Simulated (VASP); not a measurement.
An input for Ansatz (written as the equivalent of a VASP run, and not itself run):

Ansatz 0.2 input:
```yaml
crystal:
  lattice:
    - [0.0000000, 2.4400193, 2.4400193]
    - [2.4400193, 0.0000000, 2.4400193]
    - [2.4400193, 2.4400193, 0.0000000]
  atoms:
    - { symbol: Pb, position: [0.0000000, 0.0000000, 0.0000000] }
kpoints:
  mp_grid: { grid: [12, 12, 12] }
hamiltonian:
  xc: lda
  pseudopotentials: { kind: paw }
scf:
  occupations: { method: methfessel_paxton, width: 0.1 }
  max_iter: 100
relax:
  max_steps: 60
  f_tol: 0.01
  cell: {}
output: { forces: true, stress: true, eigenvalues: true }
```

Q: Write the VASP files for the same calculation (LDA).

A: One answer among several that fit: 
**KPOINTS**
```
Automatic mesh
0
Gamma
  12 12 12
0 0 0
```

**INCAR**
```
ALGO = Normal
EDIFF = 1E-6
EDIFFG = -0.01
ENCUT = 400
IBRION = 2
ISIF = 3
ISMEAR = 1
LASPH = .TRUE.
LCHARG = .FALSE.
LMAXMIX = 4
LREAL = .FALSE.
LWAVE = .FALSE.
NELM = 100
NSW = 60
PREC = Accurate
SIGMA = 0.1
SYSTEM = Pb
```

POSCAR:
```
Pb
1
    0.0000000000     2.4400193425     2.4400193425
    2.4400193425    -0.0000000000     2.4400193425
    2.4400193425     2.4400193425    -0.0000000000
Pb
1
Direct
  0.0000000000   0.0000000000   0.0000000000
```

POTCAR, in this order: Pb_d (LDA.64 set). Program: vasp_std.

Limits of the translation: each code has its own PAW files, so the cut-off isn't converted (ENCUT is set for VASP's; basis.ecutwfc is left out, and Ansatz then takes the one that its files recommend); Ansatz stops its SCF on the density residual and VASP on the energy change (EDIFF); Ansatz's lda is the Perdew-Wang form, while the LDA potentials of VASP carry Perdew-Zunger's.

The compound is Pb in the fcc structure. This run relaxes it. Symmetry was kept, so distortions that lower it aren't found. The start is the result of an earlier pass.
